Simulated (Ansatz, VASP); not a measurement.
# Cross-check of AlFe2Si2 between VASP and Ansatz, part 2 of 2

Aim: how closely do two programs agree when they are given the same cell, functional and k mesh? The cell is invented: As first built, before any earlier steps moved the atoms (in the runner's words): it takes the YFe2Si2 structure with some of its atoms replaced by other elements, volume scaled by an estimate. It may not be a known or stable phase. The cell is taken from a series of VASP runs on this material, whose earlier steps may have relaxed, scaled or displaced it; both programs get it as it stands.

VASP 6.6.1 and Ansatz 0.2.0.

So far: Starting point; VASP: relaxation of cell and atoms, PBE.

## (3) Ansatz: relaxation of cell and atoms, PBE

Level of this step: Ansatz beside VASP: Kohn-Sham DFT, plane waves, PBE (Ansatz).

Ansatz runs on its default PAW (the set named soft_2) files.

The same cell, functional, mesh and smearing now go to Ansatz, which takes its cutoff from its data sets.

Input file input.yaml:

```yaml
crystal:
  lattice:
    - [-1.9477327547, 1.9477327547, 4.4449326578]
    - [1.9477327547, -1.9477327547, 4.4449326578]
    - [1.9477327547, 1.9477327547, -4.4449326578]
  atoms:
    - { symbol: Fe, position: [0.75, 0.25, 0.5], spin: 3.0 }
    - { symbol: Fe, position: [0.25, 0.75, 0.5], spin: 3.0 }
    - { symbol: Si, position: [0.6274438417, 0.6274438417, 0.0] }
    - { symbol: Si, position: [0.3725561583, 0.3725561583, 0.0] }
    - { symbol: Al, position: [0.0, 0.0, 0.0] }
hamiltonian:
  xc: pbe
  pseudopotentials: { kind: paw }
magnetization:
  spin_polarized: true
kpoints:
  mp_grid: { grid: [8, 8, 8] }
scf:
  occupations: { method: fermi_dirac, width: 0.05 }
relax:
  f_tol: 0.01
  max_steps: 60
  cell: { stress_tol: 0.05 }
output:
  forces: true
  stress: true
```

Run with:

```sh
$ ansatz run input.yaml --threads 4 --pin off --max-ram 9216MiB --backend cpu --events-out ev --progress --plain --runs-dir out
```

Numbers of over 12 decimals in the logs are rounded to 6 here.

Output:

```text
Engine: ansatz 0.2.0, aarch64-unknown-linux-gnu
Pseudopotentials: kind: paw
Pseudopotential: Fe, paw, valence charge 16, recommended cutoff 420 eV (normal), Fe.paw.azcp
Pseudopotential: Si, paw, valence charge 4, recommended cutoff 420 eV (normal), Si.paw.azcp
Pseudopotential: Al, paw, valence charge 3, recommended cutoff 420 eV (normal), Al.paw.azcp
Functional definition: PBE
  parameter kappa = 0.804
  parameter beta = 0.066725
  exchange = pbe_x(kappa = kappa, mu = beta*pi^2/3)
  correlation = pbe_c(beta = beta)
Crystal: 5 atoms, lattice volume = 67.450 Å³
Basis set: ecut = 420 eV, 1331 PW (Γ), exchange–correlation on 72×72×72 points (8 copies of the dense FFT grid, shifted against one another)
Bands: 30, of which v1, the nominal top of the filled ones, is band 22 counted from 1 (21 counted from 0)
Symmetry: 16 space group operations
Space group: I4/mmm (ITA 139), of the structure as read, at distance tolerance 4.1e-5 Å
Magnetic group: BNS 139.531 (UNI 1191), of the structure as read, at distance tolerance 4.1e-5 Å
k-points: 59 of 512
Non-local potential: Fe, projectors of the file, l = 0: 3, l = 1: 2, l = 2: 3, l = 3: 1
Non-local potential: Si, projectors of the file, l = 0: 2, l = 1: 2, l = 2: 2
Non-local potential: Al, projectors of the file, l = 0: 2, l = 1: 2, l = 2: 1
PAW form: soft (Blöchl's): semilocal exchange-correlation on the pseudo side does not see the compensation charge
PAW one-centre angular grid: Fe, 590 points (default); XC on 64 Gauss nodes
PAW one-centre angular grid: Si, 110 points (default); XC on 64 Gauss nodes
PAW one-centre angular grid: Al, 110 points (default); XC on 64 Gauss nodes
Initial density: superposition of atomic densities (chi_scale 0.1, normalization cell)
Starting moments: Σ|m| = 6 μB on 2 of 5 sites
Initial wavefunctions: pseudopotential atomic-orbital guess
Functional: x = pbe(κ = 0.804, μ = 0.219515), c = pbe(β = 0.066725)
SCF iter   1: F=—  HF=-10768.279823 eV  |F-HF|=—  |Δ(HF+E_count)|=         —  Δρ=5.81e-2 (↑5.81e-2 ↓3.24e-2)  dr2=3.99e0  dr2_m=4.75e-1  M=4.295 μB ∫|m|=5.153 μB  β_m=0.30  ethr=3.10e-3  ⟨swp⟩=6.5  Hψ=15430  notcnv=0
Mixer restart at iter 1: flushing history
preconditioner: auto → Kerker (q_TF=auto, 2.531 Å⁻¹)  [metal: Δε(μ)=0.001 eV  Ē_g=7.551 eV  σ=0.050 eV  W_gap=0.00  n_scr=14 (ndim 8)  ℏωp=23.5 eV  f_vac=0.000  D(μ)=3.67/eV (n_scr^D=32)]
spin=Collinear: Kerker preconditioning applied to the charge; magnetization (m = ρ↑ − ρ↓) channel mixes plain (no charge-response kernel on spin).
SCF iter   2: F=—  HF=-10767.529450 eV  |F-HF|=—  |Δ(HF+E_count)|=   7.50e-1  Δρ=3.31e-2 (↑2.85e-2 ↓3.31e-2)  dr2=2.10e0  dr2_m=3.80e-1  M=4.071 μB ∫|m|=4.932 μB  β_m=0.44  ethr=3.10e-3  ⟨swp⟩=2.3  Hψ=6192  notcnv=0  defer=204
SCF iter   3: F=—  HF=-10768.578880 eV  |F-HF|=—  |Δ(HF+E_count)|=    1.05e0  Δρ=3.58e-2 (↑2.12e-2 ↓3.58e-2)  dr2=1.69e0  dr2_m=3.95e-1  M=3.724 μB ∫|m|=4.596 μB  β_m=0.22  ethr=3.10e-3  ⟨swp⟩=2.1  Hψ=4265  notcnv=0  defer=204
SCF iter   4: F=—  HF=-10769.372983 eV  |F-HF|=—  |Δ(HF+E_count)|=   7.94e-1  Δρ=2.86e-2 (↑2.41e-2 ↓2.86e-2)  dr2=9.16e-1  dr2_m=3.60e-1  M=3.360 μB ∫|m|=4.238 μB  β_m=0.19  ethr=3.10e-3  ⟨swp⟩=2.2  Hψ=4977  notcnv=0  defer=202
SCF iter   5: F=—  HF=-10769.873453 eV  |F-HF|=—  |Δ(HF+E_count)|=   5.00e-1  Δρ=2.94e-2 (↑2.94e-2 ↓1.70e-2)  dr2=4.22e-1  dr2_m=2.77e-1  M=2.866 μB ∫|m|=3.726 μB  β_m=0.48  ethr=2.13e-3  ⟨swp⟩=2.3  Hψ=5081  notcnv=0  defer=201
SCF iter   6: F=—  HF=-10770.266087 eV  |F-HF|=—  |Δ(HF+E_count)|=   3.93e-1  Δρ=1.44e-2 (↑1.44e-2 ↓1.09e-2)  dr2=3.01e-2  dr2_m=9.46e-2  M=1.934 μB ∫|m|=2.593 μB  β_m=0.83  ethr=9.82e-4  ⟨swp⟩=2.9  Hψ=6438  notcnv=0  defer=210
SCF iter   7: F=—  HF=-10770.523523 eV  |F-HF|=—  |Δ(HF+E_count)|=         —  Δρ=2.49e-2 (↑2.49e-2 ↓1.61e-2)  dr2=9.10e-2  dr2_m=2.47e-1  M=0.772 μB ∫|m|=1.011 μB  β_m=0.83  ethr=7.00e-5  ⟨swp⟩=3.3  Hψ=7738  notcnv=0  defer=209
Mixer restart at iter 7: flushing history
SCF iter   8: F=—  HF=-10770.541149 eV  |F-HF|=—  |Δ(HF+E_count)|=   1.76e-2  Δρ=2.11e-2 (↑6.95e-3 ↓2.11e-2)  dr2=9.70e-2  dr2_m=1.16e-1  M=0.533 μB ∫|m|=0.689 μB  β_m=0.91  ethr=7.00e-5  ⟨swp⟩=2.8  Hψ=7869  notcnv=0  defer=206
SCF iter   9: F=—  HF=-10770.580924 eV  |F-HF|=—  |Δ(HF+E_count)|=   3.98e-2  Δρ=2.04e-2 (↑2.04e-2 ↓4.67e-3)  dr2=2.62e-1  dr2_m=4.85e-2  M=0.382 μB ∫|m|=0.477 μB  β_m=0.44  ethr=7.00e-5  ⟨swp⟩=3.2  Hψ=8431  notcnv=0  defer=190
SCF iter  10: F=—  HF=-10770.528136 eV  |F-HF|=—  |Δ(HF+E_count)|=   5.28e-2  Δρ=5.01e-3 (↑2.68e-3 ↓5.01e-3)  dr2=3.95e-3  dr2_m=9.02e-3  M=0.269 μB ∫|m|=0.321 μB  β_m=0.83  ethr=7.00e-5  ⟨swp⟩=2.7  Hψ=7793  notcnv=0  defer=195
SCF iter  11: F=—  HF=-10770.528698 eV  |F-HF|=—  |Δ(HF+E_count)|=   5.63e-4  Δρ=2.46e-3 (↑2.46e-3 ↓1.64e-3)  dr2=4.17e-4  dr2_m=2.55e-3  M=0.181 μB ∫|m|=0.207 μB  β_m=0.91  ethr=9.20e-6  ⟨swp⟩=2.5  Hψ=6076  notcnv=0  defer=186
SCF iter  12: F=—  HF=-10770.528847 eV  |F-HF|=—  |Δ(HF+E_count)|=   1.48e-4  Δρ=9.94e-4 (↑9.94e-4 ↓3.87e-4)  dr2=2.50e-4  dr2_m=2.76e-4  M=0.090 μB ∫|m|=0.100 μB  β_m=0.96  ethr=9.69e-7  ⟨swp⟩=2.4  Hψ=6390  notcnv=0  defer=186
SCF iter  13: F=—  HF=-10770.528927 eV  |F-HF|=—  |Δ(HF+E_count)|=   8.07e-5  Δρ=2.77e-4 (↑2.77e-4 ↓1.39e-4)  dr2=2.46e-5  dr2_m=2.49e-5  M=0.032 μB ∫|m|=0.035 μB  β_m=0.98  ethr=5.82e-7  ⟨swp⟩=2.6  Hψ=5850  notcnv=0  defer=186
SCF iter  14: F=—  HF=-10770.528932 eV  |F-HF|=—  |Δ(HF+E_count)|=   4.56e-6  Δρ=1.67e-4 (↑1.02e-4 ↓1.67e-4)  dr2=3.13e-6  dr2_m=1.10e-5  M=0.021 μB ∫|m|=0.023 μB  β_m=0.99  ethr=5.72e-8  ⟨swp⟩=2.6  Hψ=5945  notcnv=0  defer=186
SCF iter  15: F=—  HF=-10770.528935 eV  |F-HF|=—  |Δ(HF+E_count)|=   2.93e-6  Δρ=3.32e-5 (↑3.32e-5 ↓1.82e-5)  dr2=2.61e-7  dr2_m=3.83e-7  M=0.005 μB ∫|m|=0.005 μB  β_m=0.99  ethr=7.27e-9  ⟨swp⟩=2.3  Hψ=6162  notcnv=0  defer=186
SCF iter  16: F=—  HF=-10770.528935 eV  |F-HF|=—  |Δ(HF+E_count)|=   2.46e-7  Δρ=1.26e-5 (↑1.26e-5 ↓7.09e-6)  dr2=2.33e-8  dr2_m=5.90e-8  M=0.001 μB ∫|m|=0.002 μB  β_m=1.00  ethr=6.07e-10  ⟨swp⟩=2.0  Hψ=5845  notcnv=0  defer=186
SCF iter  17: F=—  HF=-10770.528935 eV  |F-HF|=—  |Δ(HF+E_count)|=   1.42e-8  Δρ=1.48e-6 (↑1.48e-6 ↓9.52e-7)  dr2=5.05e-10  dr2_m=8.70e-10  M=0.000 μB ∫|m|=0.000 μB  β_m=1.00  ethr=5.43e-11  ⟨swp⟩=2.2  Hψ=6067  notcnv=0  defer=186
SCF iter  18: F=—  HF=-10770.528935 eV  |F-HF|=—  |Δ(HF+E_count)|=  2.56e-10  Δρ=1.10e-7 (↑7.77e-8 ↓1.10e-7)  dr2=2.34e-11  dr2_m=3.74e-13  M=0.000 μB ∫|m|=0.000 μB  β_m=1.00  ethr=1.17e-12  ⟨swp⟩=2.3  Hψ=6318  notcnv=0  defer=186
SCF iter  19: F=-10770.528935 eV  HF=-10770.528935 eV  |F-HF|=2.91e-11  |Δ(HF+E_count)|=  3.64e-12  Δρ=1.02e-7 (↑9.21e-8 ↓1.02e-7)  dr2=2.86e-11  dr2_m=2.04e-14  M=-0.000 μB ∫|m|=0.000 μB  ethr=1.00e-12  ⟨swp⟩=1.0  Hψ=7552  notcnv=0
WARN: the starting moments were not kept: the SCF closed with an absolute magnetisation of 1.9e-6 μB, where they sum to 6 μB in size (2 sites). That is at most 0.1 of that sum. Measured as dr2_m measures the in/out step, that magnetisation stands 2.5e-12 eV from none, at or under the dr2_threshold of 1.0e-7 eV: it is no larger than a step whose dr2_m would equal this threshold. The system may hold no moment; this SCF [...]
SCF 1 converged in 19 iterations: F = -10770.528935 eV  dr2 = 2.86e-11
  greatest PAW one-centre occupation: 1.000 electrons in one spin orbital (limit 2), on the Fe atom at site 1 (counted from 0), in its partial waves of l = 0
relax step   1: F+E_penalty+E_count = -10770.52893504 eV  Δ(F+E_penalty+E_count) = +0.000e0 eV  max|allowed force component| = 2.199e-2 eV/Å  Δτ_max = 0.0000 Å  P = +0.109 GPa  Ω = 67.450 Å³  (19 SCF iters, dr2 threshold 1.00e-7 eV, accepted)
[...]
relax step   2: F+E_penalty+E_count = -10770.52899242 eV  Δ(F+E_penalty+E_count) = -5.738e-5 eV  max|allowed force component| = 8.240e-3 eV/Å  Δτ_max = 0.0011 Å  P = +0.026 GPa  Ω = 67.493 Å³  energy of the carried Pulay correction = -1.513e-5 eV  (9 SCF iters, dr2 threshold 5.00e-8 eV, accepted)
[...]
relax step   3: F+E_penalty+E_count = -10770.52901065 eV  Δ(F+E_penalty+E_count) = -1.822e-5 eV  max|allowed force component| = 8.325e-3 eV/Å  Δτ_max = 0.0000 Å  P = +0.026 GPa  Ω = 67.493 Å³  stress off target by 4.51e-2 GPa  SCF on the basis re-selected at this cell (its energy is not comparable with the rows above)  (6 SCF iters)
basis re-selected at this cell: Δ(F+E_penalty+E_count) = -1.822e-5 eV, ΔP = +0.000 GPa vs the last step (what re-selecting the basis moved, of the pressure what is left beyond the Pulay correction that the steps carried, after the strain that the cell walked since its last selection, with what the two solves' SCF thresholds leave and, on support functions, any second-order correction that the steps lacked; it is no m [...]
SCF converged after 6 iterations
Magnetization: 0.0000 μB (21.5000 up, 21.5000 down)
Absolute magnetization: 0.0000 μB (∫|ρ↑−ρ↓|, with the PAW one-centre terms)
Spin contamination: 0.0000 ħ² per cell (⟨S²⟩ above its minimum at these occupations)
Per-site moments (μB) at R_I (Å): [(4.471326758316674e-6, 0.920663), (4.471326758341813e-6, 0.920663), (-1.262684394478551e-7, 0.920663), (-1.2626843954713223e-7, 0.920663), (1.5280415155459314e-7, 1.218973)]
Free energy (F): -10770.529011 eV
Harris-Foulkes:  -10770.529011 eV  (|F-HF|=1.82e-12)
Internal energy: -10770.491532 eV  (E = F + TS)
E sigma→0 (E₀):  -10770.510271 eV
Entropy (-TS):   -0.037479 eV (-7.496 meV/atom)
Fermi energy:    12.399543 eV
--- Per-component energies (eV) ---
  E_band       = -535.126683
  E_kinetic    = 825.493500
  E_local      = -6603.803478  (includes V_loc(G=0)·N_el)
  E_nonlocal   = 491.237719
  E_hartree    = 2895.126108
  E_xc         = -391.768687
  E_vxc        = -433.988152  (∫ρ·V_xc dr)
  E_paw        = -4223.406104  (= ΣΔE_a)
  E_vpaw       = -604.320127  (= ΣTr[D̂ρ^β])
  E_aug_tail   = 0.001756  (compensation charges beyond the density's cutoff)
  E_ewald      = -3763.372346
  E_smearing   = -0.037479  (= −TS)
  E_closure    = -0.000000  (closes the sum)
  Σ components = -10770.529011   (vs F -10770.529011, Δ=0.00e0)
--- Forces (eV/Å), atoms counted from 1 ---
  atom   1  Fe    -0.00000000     0.00000000     0.00000000
  atom   2  Fe     0.00000000     0.00000000     0.00000000
  atom   3  Si     0.00000000     0.00000000     0.00832473
  atom   4  Si    -0.00000000     0.00000000    -0.00832473
  atom   5  Al     0.00000000     0.00000000    -0.00000000
  max |Σ_I F_I| component: 1.39e-17 eV/Å
--- Stress (GPa, compression-positive) ---
        0.045068       0.000000       0.000000
        0.000000       0.045068       0.000000
        0.000000       0.000000      -0.011761
  P = ⅓ Tr σ = 0.0261 GPa (0.261 kbar)
--- Relaxed structure (2 steps of the walk, 2 accepted, 1 SCFs on fresh bases) ---
  F+E_penalty+E_count = -10770.52901065 eV   max|allowed force component| = 8.325e-3 eV/Å   (the final SCF, on the basis selected at the relaxed cell)
  cell:  # Å, volume = 67.4931 Å³
    - [-1.948813, 1.948813, 4.442822]
    - [1.948813, -1.948813, 4.442822]
    - [1.948813, 1.948813, -4.442822]
  atoms:
    - { symbol: Fe, position: [0.75, 0.250000, 0.5] }
    - { symbol: Fe, position: [0.250000, 0.75, 0.5] }
    - { symbol: Si, position: [0.627565, 0.627565, 0] }
    - { symbol: Si, position: [0.372435, 0.372435, 0] }
    - { symbol: Al, position: [0, 0, 0] }
```

The job ended after 13 s (4 threads of Arm Neoverse V2, shared host; peak memory 0.53 GiB; 51 s of CPU time).

## (4) Side by side

Known differences besides the potentials themselves: both relaxations stop at a tolerance, which leaves soft axes loose, and VASP keeps its plane-wave basis; the data sets hold 43 valence electrons in Ansatz (default PAW (the set named soft_2) files) and 27 in VASP; the cutoff is 420 eV in Ansatz and 400 eV in VASP; VASP leaves aspherical gradient terms in its spheres out (LASPH is not set), Ansatz keeps them; Ansatz adds a Pulay correction to the stress that steers its cell, VASP none. Total energies have different zeros and are not compared.

Compared:

```tsv
quantity	Ansatz	VASP	difference
volume (Å³)	67.49	67.45	+0.07 %
edge a after relaxation, in the typed setting (Å)	5.228	5.224	+0.08 %
```

The walks stopped with 0.03 GPa left in Ansatz and 0.01 GPa in VASP; each walk ends within a tolerance, so the volume difference is uncertain by about these residues over the bulk modulus, most in soft cells.

## (5) What came out

* difference in edge a after relaxation, in the typed setting (relaxation of cell and atoms, PBE): 0.077 %

In words: The difference in edge a after relaxation, in the typed setting is 0.077 % (relaxation of cell and atoms, PBE), within the 1.2 % picked in this series as the mark of a large difference, as far as the stopping tolerances let one tell. Such differences can come from data sets, numerical settings and the points named under the comparisons, not from the functional's error against experiment.

[Lines on the potential files, build, host, timing and source positions are cut from VASP's logs without a mark.]

[Logs are printed without paths, hosts, clocks, repeated set-up lines and the standing remarks that a program may print on its own settings, such as how far it seeks lower states.]

[Hosts, paths, dates, database ids (printed as entryN), source tags and the programs' standing remarks are cut or masked in the printed files.]
